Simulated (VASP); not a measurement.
Computed with r2SCAN meta-GGA, VASP's PBE PAW potentials (set 64) (plane waves; VASP).

VASP input:

**KPOINTS**
```
Regular mesh
0
Gamma
 14 14 14
```

File POSCAR:
```
HfN
1
   -0.0000000000     2.2558464498     2.2558464498
    2.2558464498    -0.0000000000     2.2558464498
    2.2558464498     2.2558464498     0.0000000000
Hf N
1 1
Direct
  0.0000000000   0.0000000000   0.0000000000
  0.5000000000   0.5000000000   0.5000000000
```

### INCAR
```
EDIFF = 1E-7   ! SCF stop (eV)
LMAXMIX = 6
LCHARG = F
PREC = Accurate
ISMEAR = 1   ! Methfessel-Paxton
LMIXTAU = T
SIGMA = 0.1   ! width (eV)
ALGO = Normal   ! blocked Davidson
METAGGA = R2SCAN
LREAL = F   ! projection in real space or not
ISIF = 2
SYSTEM = HfN
LASPH = T   ! aspherical one-centre terms
ENCUT = 600   ! plane-wave cut-off (eV)
LWAVE = F
NELM = 100
```

POTCAR, in this order: Hf_pv N (PBE.64 set). Program: vasp_std.

Output

File OUTCAR:
```
 ion  position               nearest neighbor table
   1  0.000  0.000  0.000-   2 2.26   2 2.26   2 2.26   2 2.26   2 2.26   2 2.26
   2  0.500  0.500  0.500-   1 2.26   1 2.26   1 2.26   1 2.26   1 2.26   1 2.26
  LATTYP: Found a face centered cubic cell.
 ALAT       =     4.5116928996
 Subroutine PRICEL returns:
 Original cell was already a primitive cell.
 Subroutine GETGRP returns: Found 48 space group operations
The static configuration has the point symmetry O_h .
The dynamic configuration has the point symmetry O_h .
 Subroutine INISYM returns: Found 48 space group operations
 Subroutine IBZKPT returns following result:
 Found    104 irreducible k-points:

 Following reciprocal coordinates:
            Coordinates               Weight
  0.000000  0.000000  0.000000      1.000000
  0.071429  0.000000  0.000000      8.000000
  0.142857  0.000000  0.000000      8.000000
  0.214286  0.000000  0.000000      8.000000
  0.285714  0.000000  0.000000      8.000000
  0.357143  0.000000  0.000000      8.000000
  0.428571  0.000000  0.000000      8.000000
  0.500000  0.000000  0.000000      4.000000
  0.071429  0.071429  0.000000      6.000000
...
```

OSZICAR:
```
       N       E                     dE             d eps       ncg     rms          rms(c)
DAV:   1     0.666091054035E+01    0.66609E+01   -0.92636E+03  2288   0.149E+03
DAV:   2    -0.625066396798E+02   -0.69168E+02   -0.65265E+02  3097   0.290E+02
DAV:   3    -0.651598600368E+02   -0.26532E+01   -0.26254E+01  2989   0.494E+01
DAV:   4    -0.651886400422E+02   -0.28780E-01   -0.28681E-01  2812   0.489E+00
DAV:   5    -0.651891527956E+02   -0.51275E-03   -0.51198E-03  3057   0.500E-01    0.538E+01
DAV:   6    -0.576373427682E+02    0.75518E+01   -0.10641E+01  2767   0.281E+01    0.383E+01
DAV:   7    -0.590133951600E+02   -0.13761E+01   -0.92641E-01  2777   0.101E+01    0.237E+01
DAV:   8    -0.558795126691E+02    0.31339E+01   -0.67186E-01  2602   0.103E+01    0.952E+00
DAV:   9    -0.581885369089E+02   -0.23090E+01   -0.82934E-01  2594   0.113E+01    0.386E+00
DAV:  10    -0.582512913373E+02   -0.62754E-01   -0.29694E-01  2685   0.532E+00    0.226E+00
DAV:  11    -0.582334702152E+02    0.17821E-01   -0.13507E-02  2432   0.127E+00    0.171E+00
DAV:  12    -0.582318269793E+02    0.16432E-02   -0.13871E-02  2695   0.807E-01    0.330E-01
DAV:  13    -0.582320241586E+02   -0.19718E-03   -0.11712E-03  2655   0.342E-01    0.928E-02
DAV:  14    -0.582325912269E+02   -0.56707E-03   -0.64402E-04  2603   0.281E-01    0.121E-01
DAV:  15    -0.582326174389E+02   -0.26212E-04   -0.63696E-05  3089   0.846E-02    0.102E-01
DAV:  16    -0.582325527931E+02    0.64646E-04   -0.21709E-05  2445   0.643E-02    0.115E-01
DAV:  17    -0.582326379384E+02   -0.85145E-04   -0.93143E-05  2722   0.102E-01    0.282E-02
DAV:  18    -0.582326327154E+02    0.52230E-05   -0.21014E-06  2599   0.187E-02    0.150E-02
DAV:  19    -0.582326341352E+02   -0.14198E-05   -0.11176E-06  2477   0.102E-02    0.423E-03
DAV:  20    -0.582326340210E+02    0.11416E-06   -0.18489E-06  2883   0.106E-02    0.325E-03
DAV:  21    -0.582326346021E+02   -0.58110E-06   -0.26545E-07  2505   0.447E-03    0.103E-03
DAV:  22    -0.582326346307E+02   -0.28562E-07   -0.18579E-08  1321   0.126E-03
   1 F= -.58232635E+02 E0= -.58232557E+02  d E =-.234297E-03
```

File OUTCAR:
```
------------------------ aborting loop because EDIFF is reached ----------------------------------------
  FORCE on cell =-STRESS in cart. coord.  units (eV):
  Direction    XX          YY          ZZ          XY          YZ          ZX
  --------------------------------------------------------------------------------------
  Total       -0.0040199     -0.0040199     -0.0040199      0.0000000      0.0000000      0.0000000
  in kB       -0.2805208     -0.2805208     -0.2805208      0.0000000      0.0000000      0.0000000
  external PRESSURE =      -0.2805208 kB  Pullay stress =       0.0000000 kB
  volume of cell :       22.96
      direct lattice vectors                 reciprocal lattice vectors
     0.000000000  2.255846450  2.255846450    -0.221646292  0.221646292  0.221646292
     2.255846450  0.000000000  2.255846450     0.221646292 -0.221646292  0.221646292
     2.255846450  2.255846450  0.000000000     0.221646292  0.221646292 -0.221646292
 POSITION                                       TOTAL-FORCE (eV/Angst)
 -----------------------------------------------------------------------------------
      0.00000      0.00000      0.00000         0.000000     -0.000000      0.000000
      2.25585      2.25585      2.25585        -0.000000      0.000000     -0.000000
 -----------------------------------------------------------------------------------
    total drift:                                0.000000      0.000000      0.000000
  FREE ENERGIE OF THE ION-ELECTRON SYSTEM (eV)
  ---------------------------------------------------
  free  energy   TOTEN  =       -58.2326346307 eV

  energy  without entropy=      -58.2324003333  energy(sigma->0) =      -58.23255653
```
(Selected blocks of OUTCAR.)

The compound is HfN in the rock salt structure. It was relaxed first. The electron count is odd and the run is not spin-polarised, which forces a metal.
